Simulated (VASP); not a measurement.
# Ti2SiTe2 (I4/mmm) in VASP: relaxation of cell and atoms with PBE

Aim: the relaxation of cell and atoms of Ti2SiTe2 with PBE.

All numbers are computed with VASP 6.6.1; they aren't measurements. Logs are shortened: lines on timing, memory, paths and dates and some standing lists are left out, and cuts for length are marked.

## 1. Starting point

The structure is tetragonal, space group I4/mmm (No. 139). The conventional cell has a = 5.166 Å, b = 5.166 Å, c = 8.219 Å, α = 90.00°, β = 90.00°, γ = 90.00°. Ti (site symmetry -4m2) is surrounded by 2 Te at 2.05 Å. Si (site symmetry 4/mmm) is surrounded by 4 Te at 2.58 Å. Te (site symmetry mmm) has 2 Ti at 2.05 Å as nearest neighbours.

The cell was built by a generator and needn't be a form met in nature.

## 2. Relaxation of cell and atoms, PBE

INCAR

```
PREC = Normal
ENCUT = 520
EDIFF = 1E-4
ISMEAR = 0
SIGMA = 0.15
LREAL = F
LASPH = T
NELM = 60
ALGO = Fast
ISIF = 3
LWAVE = F
LCHARG = F
GGA = PE
IBRION = 2
NSW = 24
EDIFFG = -0.08
```

KPOINTS

```
Automatic mesh
0
Gamma
  4 4 4
```

POSCAR

```
Ti2SiTe2
1.0
   -2.5829937100      2.5829937100      4.1095660800
    2.5829937100     -2.5829937100      4.1095660800
    2.5829937100      2.5829937100     -4.1095660800
Ti Si Te
2 1 2
Direct
    0.7500000000      0.2500000000      0.5000000000
    0.2500000000      0.7500000000      0.5000000000
    0.0000000000      0.0000000000      0.0000000000
    0.5000000000      0.0000000000      0.5000000000
    0.0000000000      0.5000000000      0.5000000000
```

Potentials or basis: VASP PAW PBE potentials, release 64 (Ti_sv, Si, Te).

On the command line:

```sh
$ cat potpaw_PBE.64/Ti_sv/POTCAR potpaw_PBE.64/Si/POTCAR potpaw_PBE.64/Te/POTCAR > POTCAR
$ mpirun -np 1 vasp_std > vasp.out
```

OUTCAR:

```text
PREC = Normal
   ENCUT = 520
   EDIFF = 1E-4
   ISMEAR = 0
   LREAL = F
   LASPH = T
   NELM = 60
   ISIF = 3
   GGA = PE
   IBRION = 2
   NSW = 24
   EDIFFG = -0.08

 ion  position               nearest neighbor table
   1  0.750  0.250  0.500-   4 2.05   5 2.05
   2  0.250  0.750  0.500-   4 2.05   5 2.05
   3  0.000  0.000  0.000-   4 2.58   5 2.58   5 2.58   4 2.58
   4  0.500  0.000  0.500-   1 2.05   2 2.05   3 2.58   3 2.58   5 3.65   5 3.65   5 3.65   5 3.65

   5  0.000  0.500  0.500-   1 2.05   2 2.05   3 2.58   3 2.58   4 3.65   4 3.65   4 3.65   4 3.65

  LATTYP: Found a body centered tetragonal cell.
 ALAT       =     5.1659874200
 C/A-ratio  =     1.5910089382

  Lattice vectors:

 A1 = (  -2.5829937100,   2.5829937100,   4.1095660800)
 A2 = (   2.5829937100,  -2.5829937100,   4.1095660800)
 A3 = (   2.5829937100,   2.5829937100,  -4.1095660800)

Analysis of symmetry for initial positions (statically):
=====================================================================
 Subroutine PRICEL returns:
 Original cell was already a primitive cell.

 Routine SETGRP: Setting up the symmetry group for a
 body centered tetragonal supercell.

 Subroutine GETGRP returns: Found 16 space group operations
 (whereof 16 operations were pure point group operations)
 out of a pool of 16 trial point group operations.

The static configuration has the point symmetry D_4h.

Analysis of symmetry for dynamics (positions and initial velocities):
=====================================================================
 Subroutine PRICEL returns:
 Original cell was already a primitive cell.

 Routine SETGRP: Setting up the symmetry group for a
 body centered tetragonal supercell.

 Subroutine GETGRP returns: Found 16 space group operations
 (whereof 16 operations were pure point group operations)
 out of a pool of 16 trial point group operations.

The dynamic configuration has the point symmetry D_4h.

 Subroutine INISYM returns: Found 16 space group operations
 (whereof 16 operations are pure point group operations),
 and found     1 'primitive' translations

----------------------------------------------------------------------------------------

                                     Primitive cell

  volume of cell :     109.6737

  direct lattice vectors                    reciprocal lattice vectors
    -2.582993710  2.582993710  4.109566080     0.000000000  0.193573836  0.121667346
     2.582993710 -2.582993710  4.109566080     0.193573836  0.000000000  0.121667346
     2.582993710  2.582993710 -4.109566080     0.193573836  0.193573836  0.000000000

  length of vectors
     5.498385797  5.498385797  5.498385797     0.228634584  0.228634584  0.273754744

  position of ions in fractional coordinates (direct lattice)
     0.750000000  0.250000000  0.500000000
     0.250000000  0.750000000  0.500000000
     0.000000000  0.000000000  0.000000000
     0.500000000  0.000000000  0.500000000
     0.000000000  0.500000000  0.500000000

  ion indices of the primitive-cell ions
   primitive index   ion index
                 1           1
                 2           2
                 3           3
                 4           4
                 5           5

----------------------------------------------------------------------------------------

 KPOINTS: Automatic mesh

Automatic generation of k-mesh.
 Grid dimensions read from file:
 generate k-points for:    4    4    4

 Generating k-lattice:

  Cartesian coordinates                     Fractional coordinates (reciprocal lattice)
     0.000000000  0.048393459  0.030416837     0.250000000  0.000000000 -0.000000000
     0.048393459  0.000000000  0.030416837     0.000000000  0.250000000 -0.000000000
     0.048393459  0.048393459  0.000000000     0.000000000  0.000000000  0.250000000

  Length of vectors
     0.057158646  0.057158646  0.068438686

  Shift w.r.t. Gamma in fractional coordinates (k-lattice)
     0.000000000  0.000000000  0.000000000

 Subroutine IBZKPT returns following result:
 ===========================================

 Found     13 irreducible k-points:

 Following reciprocal coordinates:
            Coordinates               Weight
  0.000000  0.000000  0.000000      1.000000
  0.250000  0.000000  0.000000      8.000000
  0.500000  0.000000  0.000000      4.000000
  0.250000  0.250000  0.000000      8.000000
  0.500000  0.250000  0.000000     16.000000
 -0.250000  0.250000  0.000000      4.000000
  0.500000  0.500000  0.000000      2.000000
  0.250000  0.250000  0.250000      2.000000
 -0.250000  0.250000  0.250000      4.000000
  0.500000  0.500000  0.250000      4.000000
 -0.250000  0.500000  0.250000      8.000000
 -0.250000 -0.250000  0.250000      2.000000
  0.500000  0.500000  0.500000      1.000000
   k-points           NKPTS =     13   k-points in BZ     NKDIM =     13   number of bands    NBANDS=     24
   number of dos      NEDOS =    301   number of ions     NIONS =      5
   total plane-waves  NPLWV =  32768
   dimension x,y,z NGX =    32 NGY =   32 NGZ =   32
   dimension x,y,z NGXF=    64 NGYF=   64 NGZF=   64
   ions per type =               2   1   2
   NGX,Y,Z   is equivalent  to a cutoff of   9.68,  9.68,  9.68 a.u.
   NGXF,Y,Z  is equivalent  to a cutoff of  19.35, 19.35, 19.35 a.u.
 SYSTEM =  unknown system
   PREC   = normal    normal or accurate (medium, high low for compatibility)
   ISTART =      0    job   : 0-new  1-cont  2-samecut
   ICHARG =      2    charge: 1-file 2-atom 10-const
   ISPIN  =      1    spin polarized calculation?
   LNONCOLLINEAR =      F non collinear calculations
   LSORBIT =      F    spin-orbit coupling
   LASPH  =      T    aspherical Exc in radial PAW
   ENCUT  =  520.0 eV  38.22 Ry    6.18 a.u.  10.22 10.22 10.22*2*pi/ulx,y,z
   NELM   =     60;   NELMIN=  2; NELMDL= -5     # of ELM steps
   EDIFF  = 0.1E-03   stopping-criterion for ELM
   LREAL  =      F    real-space projection
   EDIFFG = -.8E-01   stopping-criterion for IOM
   NSW    =     24    number of steps for IOM
   IBRION =      2    ionic relax: 0-MD 1-quasi-New 2-CG
   NFREE  =      1    steps in history (QN), initial steepest desc. (CG)
   ISIF   =      3    stress and relaxation
   ISYM   =      2    0-nonsym 1-usesym 2-fastsym
   POTIM  = 0.5000    time-step for ionic-motion
   TEBEG  =    0.0;   TEEND  =   0.0 temperature during run
   PSTRESS=    0.0 pullay stress
   NELECT =      40.0000    total number of electrons
   NUPDOWN=      -1.0000    fix difference up-down
   EMIN   =  10.00;   EMAX   =-10.00  energy-range for DOS
   EFERMI =   0.00;   METHOD = LEGACY
   ISMEAR =     0;   SIGMA  =   0.15  broadening in eV -4-tet -1-fermi 0-gaus
   EFERMI_NEDOS =   21; number of points for ismear=-14 and -15
   IALGO  =     68    algorithm
   IMIX   =      4    mixing-type and parameters
     AMIX     =   0.40;   BMIX     =  1.00
     AMIX_MAG =   1.60;   BMIX_MAG =  1.00
  volume/ion in A,a.u.               =      21.93       148.02
  Fermi-wavevector in a.u.,A,eV,Ry     =   1.169663  2.210342 18.614275  1.368111
  Thomas-Fermi vector in A             =   2.306132
   LORBIT       =      0    0 simple, 1 ext, 2 COOP (PROOUT), +10 PAW based schemes
   GGA     = PE    functional components
   LHFCALC =     F    Hartree Fock is set to
   AEXX    =    0.0000 exact exchange contribution
   IVDW    =     0    specifies the selected vdW correction
   LEPSILON=     F    determine dielectric tensor
   LRPA    =     F    only Hartree local field effects (RPA)
 conjugate gradient relaxation of ions
 non-spin polarized calculation
 RMM-DIIS sequential band-by-band and
 Gauss-broadening in eV      SIGMA  =   0.15
  energy-cutoff  :      520.00
  volume of cell :      109.67
 maximum number of plane-waves:      2980
   NGX = 21   NGY = 21   NGZ = 21

--------------------------------------- Ionic step        1  -------------------------------------------

 number of electron      40.0000036 magnetization

 Free energy of the ion-electron system (eV)
  ---------------------------------------------------
  ext. energy  EPLUGINS =         0.00000000
  ---------------------------------------------------
  free energy    TOTEN  =       -12.03201326 eV

  energy without entropy =      -11.95015520  energy(sigma->0) =      -11.99108423

 E-fermi :   7.9605     XC(G=0): -10.1221

 val. band max:        7.9507971278   @ k =   0.5000   0.0000   0.0000
 cond. band min:       7.9824702208   @ k =  -0.2500   0.5000   0.2500
 fundamental gap:      0.0316730929
 Fermi energy:         7.9604840724
[... 387 lines left out ...]
--------------------------------------- Ionic step        2  -------------------------------------------

 number of electron      39.9999899 magnetization

------------------------ aborting loop EDIFF was not reached (unconverged)  ----------------------------

  FORCE on cell =-STRESS in cart. coord.  units (eV):
  Direction    XX          YY          ZZ          XY          YZ          ZX
  --------------------------------------------------------------------------------------
  -------------------------------------------------------------------------------------
  Total      -13.6737201    -13.6737201    -42.1170308      0.0000000     -0.0000000      0.0000000
  in kB      -89.1048094    -89.1048094   -274.4556692      0.0000000     -0.0000000      0.0000000
  external PRESSURE =    -150.8884294 kB  Pullay stress =       0.0000000 kB
[... 26 lines left out ...]
--------------------------------------- Ionic step        3  -------------------------------------------

 number of electron      40.0000023 magnetization

------------------------ aborting loop EDIFF was not reached (unconverged)  ----------------------------

  FORCE on cell =-STRESS in cart. coord.  units (eV):
  Direction    XX          YY          ZZ          XY          YZ          ZX
  --------------------------------------------------------------------------------------
  -------------------------------------------------------------------------------------
  Total       -0.2417946     -0.2417946    -10.8003248      0.0000000      0.0000000      0.0000000
  in kB       -2.4012758     -2.4012758   -107.2586425      0.0000000      0.0000000      0.0000000
  external PRESSURE =     -37.3537313 kB  Pullay stress =       0.0000000 kB
[... 381 lines left out ...]
     23       5.5463      0.00000
     24       5.8571      0.00000

[... ionic steps 4 to 10 ...]

--------------------------------------- Ionic step       11  -------------------------------------------

 number of electron      39.9999956 magnetization

------------------------ aborting loop because EDIFF is reached ----------------------------------------
[... 73 lines left out ...]
--------------------------------------- Ionic step       13  -------------------------------------------

 number of electron      39.9999953 magnetization

 Free energy of the ion-electron system (eV)
  ---------------------------------------------------
  ext. energy  EPLUGINS =         0.00000000
  ---------------------------------------------------
  free energy    TOTEN  =       -23.16382074 eV

  energy without entropy =      -23.06088413  energy(sigma->0) =      -23.11235244

 E-fermi :   5.0453     XC(G=0):  -8.9397

 val. band max:        5.0054846609   @ k =   0.2500   0.2500   0.0000
 cond. band min:       5.0794117992   @ k =  -0.2500   0.2500   0.2500
 fundamental gap:      0.0739271383
 Fermi energy:         5.0452903684
[... 381 lines left out ...]
  FREE ENERGIE OF THE ION-ELECTRON SYSTEM (eV)
  ---------------------------------------------------
  free  energy   TOTEN  =       -23.1638207379 eV

  energy  without entropy=      -23.0608841329  energy(sigma->0) =      -23.11235244

 reached required accuracy - stopping structural energy minimisation
```

It took 8.4 min on 1 thread of Intel Xeon Platinum 8259CL at 2.50GHz (Skylake/Cascade Lake), shared host; peak memory 0.22 GiB.

What came out:

```yaml
Free_energy: -23.1638 eV
Relaxed_volume: 30.08 Å³/atom
Relaxed_cell: a = 6.458 Å, b = 6.458 Å, c = 6.458 Å, α = 130.92°, β = 130.92°, γ = 71.94°
Space_group_after_relaxing_to_0.05_Å: I4/mmm (No. 139)
Energy_gained_by_relaxing: 2226.4 meV/atom
Ionic_steps: 13
Pressure_after_relaxing: 0.0 GPa
Band_gap_on_the_k_mesh: none (metal or under the smearing width)
```

The path:
| step | energy change (eV) | largest force (eV/Å) | pressure (GPa) | volume (Å³) |
| --- | --- | --- | --- | --- |
| 1 | 0.0000 | 0.0000 | 58.95 | 109.67 |
| 2 | 0.9944 | 0.0000 | -15.09 | 245.86 |
| 3 | -8.4145 | 0.0000 | -3.74 | 161.33 |
| 4 | -10.4626 | 0.0000 | -4.01 | 156.77 |
| 5 | -10.5224 | 0.0000 | 8.73 | 132.96 |
| 6 | -11.0117 | 0.0000 | -0.70 | 146.98 |
| 7 | -11.0766 | 0.0000 | 1.59 | 141.72 |
| 8 | -11.0804 | 0.0000 | 1.34 | 142.63 |
| 9 | -11.0786 | 0.0000 | 1.03 | 143.30 |
| 10 | -11.1135 | 0.0000 | 0.05 | 147.50 |
| 11 | -11.1223 | 0.0000 | -0.85 | 150.95 |
| 12 | -11.1224 | 0.0000 | 0.59 | 149.82 |
| 13 | -11.1318 | 0.0000 | 0.03 | 150.38 |

Final structure:
```yaml
crystal:
  lattice:
    - [-2.68207, 2.68207, 5.22625]
    - [2.68207, -2.68207, 5.22625]
    - [2.68207, 2.68207, -5.22625]
  atoms:
    - { symbol: Ti, position: [0.75000, 0.25000, 0.50000] }
    - { symbol: Ti, position: [0.25000, 0.75000, 0.50000] }
    - { symbol: Si, position: [0.00000, 0.00000, 0.00000] }
    - { symbol: Te, position: [0.50000, 0.00000, 0.50000] }
    - { symbol: Te, position: [0.00000, 0.50000, 0.50000] }
```

Caveat: the k mesh is coarse (spacing up to 0.43 Å⁻¹), so the values aren't converged; the volume moved by over 15 % at a fixed basis, so the end points are rough; the relaxation stopped at a loose force limit of 0.08 eV/Å, so its end isn't a converged minimum.
